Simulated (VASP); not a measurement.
## PtS2: stress against strain

PtS2 (1T layered, P-3m1, 17.704 Å³/atom and stress up to 0.07 GPa in the relaxed cell, c along z) under a strain ε along c (axis z), the other axes held. PBEsol in VASP (plane waves, PAW), 480 eV, 10×10×6 Γ-centred mesh, Gaussian smearing 0.05 eV; ions are relaxed, or left where forces stay under 0.02 eV/Å, within the symmetry of each cell. Against the start cell, which lies near the measured one, the relaxed cell differs by -2.9 % in volume and -4.3 % in c; the values below rest on it. Stress is positive for a compressed cell.

Here s stands for strain and y for stress zz.

```csv
strain (%),stress zz (GPa)
-1.50,0.18
-1.00,0.08
-0.50,-0.02
0.00,-0.07
0.50,-0.19
1.00,-0.27
1.50,-0.33
3.00,?
```

**Question.** Fit y against s with a straight line, and predict the withheld value at s = 3.00.

**Answer.** Means: s 0, y -0.089. About the means, the sum of products is -1.2000 and the sum of squares of s is 7.0000; the slope is their ratio. Least squares gives y = -0.089 - 0.1714·s. Residuals (row less fit): 0.012, -0.002, -0.017, 0.019, -0.015, -0.010, 0.016; standard error 0.017 (degrees of freedom: 5). The slope gives the elastic constant C33 = 17.1 ± 0.6 GPa (± standard error of the fit, which holds the terms cut off). At the withheld row, y = -0.089 - 0.1714 × 3.0 = -0.603 GPa. The calculation gives -0.48 GPa, 0.123 GPa above the prediction (18.6 % of the range of y in the table). The row lies outside the fitted rows, so this is an extrapolation. From the scatter of the fitted rows alone, a prediction at this place has a standard error of 0.026 GPa, so the miss is 4.7 times that.

A polynomial of degree 2 through the 12 other runs of the series gives -0.46 there, so most of the miss is curvature that the fit leaves out. Spin-orbit coupling is left out, which can shift these values for the heavy elements here. For PtS2: without a dispersion term in the relaxation, distances and binding between the weakly bound layers, chains or molecules are unreliable, and so is what depends on them. Rows are the converged runs of the series near zero and its far end, less any whose ions stayed unrelaxed beside relaxed ones; series whose fitted rows scatter by over a few per cent of the range, as at a crossing or softening among them, aren't shown in this form. Most that stay on the fit to the last digits aren't either.
